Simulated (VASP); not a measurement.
Input:

```
Be
1.0
    1.16790    -2.02286     0.00000
    1.16790     2.02286     0.00000
    0.00000     0.00000     3.65160
Be
2
Direct
  0.33333   0.66667   0.25000
  0.66667   0.33333   0.75000
```
Cell charge +0.1.

Calculation: PBE GGA, VASP's PBE PAW potentials (set 64) (plane waves; VASP). Numerical set-up: NELECT = 3.9, 400 eV cut-off, 16×16×9 Γ-centred mesh, Gaussian smearing of 0.050 eV, potentials Be.

The cell is charged, with a uniform compensating background.

Question: Predict the energy per atom (σ→0), pressure, band gap (on the k-mesh) with the smallest direct gap where there is one.

Answer: 
- band gap (on the k-mesh): none (metal, semimetal or under 0.01 eV)
- energy per atom (σ→0): -390.2 kJ/mol-atom
- pressure: -15.89 GPa

Only differences to runs with the same potentials and settings are physical.

The compound is Be in the hcp structure. The cell was not relaxed at this level. The run is one of a series of settings (ISMEAR = 0, NELECT = 3.9, SIGMA = 0.05 against the base run), some of them coarse on purpose.
